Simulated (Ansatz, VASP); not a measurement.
**Na3Al in VASP and in Ansatz**

The input INCAR:

```
PREC = Accurate
ENCUT = 520
EDIFF = 1E-6
ISMEAR = 1
SIGMA = 0.1
LREAL = F
LASPH = T
NELM = 100
ALGO = Normal
ISIF = 2
LWAVE = F
LCHARG = F
GGA = CA
NBANDS = 20
```

File KPOINTS:

```
Automatic mesh
0
Gamma
  3 3 3
```

The input POSCAR:

```
Na3Al
1.0
    0.0000000000      3.8330040000      3.8330040000
    3.8330040000      0.0000000000      3.8330040000
    3.8330040000      3.8330040000      0.0000000000
Na Al
3 1
Direct
    0.2500000000      0.2500000000      0.2500000000
    0.7500000000      0.7500000000      0.7500000000
    0.5000000000      0.5000000000      0.5000000000
    0.0000000000      0.0000000000      0.0000000000
```

Input for Ansatz:

```yaml
crystal:
  lattice:
    - [0.0, 3.833004, 3.833004]
    - [3.833004, 0.0, 3.833004]
    - [3.833004, 3.833004, 0.0]
  atoms:
    - { symbol: Na, position: [0.25, 0.25, 0.25] }
    - { symbol: Na, position: [0.75, 0.75, 0.75] }
    - { symbol: Na, position: [0.5, 0.5, 0.5] }
    - { symbol: Al, position: [0.0, 0.0, 0.0] }
basis:
  ecutwfc: 476.19925930478996
kpoints:
  mp_grid:
    grid: [3, 3, 3]
hamiltonian:
  xc: lda
scf:
  occupations:
    method: cold
    width: 0.1
output:
  forces: true
  stress: true
```

The cell comes from a database or a generator and needn't be the stable form of this composition.

Alike in both runs: task single point; functional LDA; k mesh 3 × 3 × 3; no spin polarisation.

|  | VASP | Ansatz |
| --- | --- | --- |
| version | VASP 6.6.1 | Ansatz 0.2.0 |
| potentials or method | VASP PAW LDA potentials, release 64 (Na_pv, Al) | plane waves, PAW |
| plane-wave cutoff (eV) | 520 | 476 |
| occupations | methfessel-paxton of order 1, width 0.1 eV | cold, width 0.1 eV |
| valence electrons in the cell | 24 | 30 |

|  | VASP | Ansatz | Ansatz less VASP |
| --- | --- | --- | --- |
| pressure (GPa) | -1.5 | -1.5 | +0.01 |

The two sets of potentials don't hold the same shells in valence.

Caveats: the k mesh is coarse (spacing up to 0.47 Å⁻¹), so the values aren't converged.
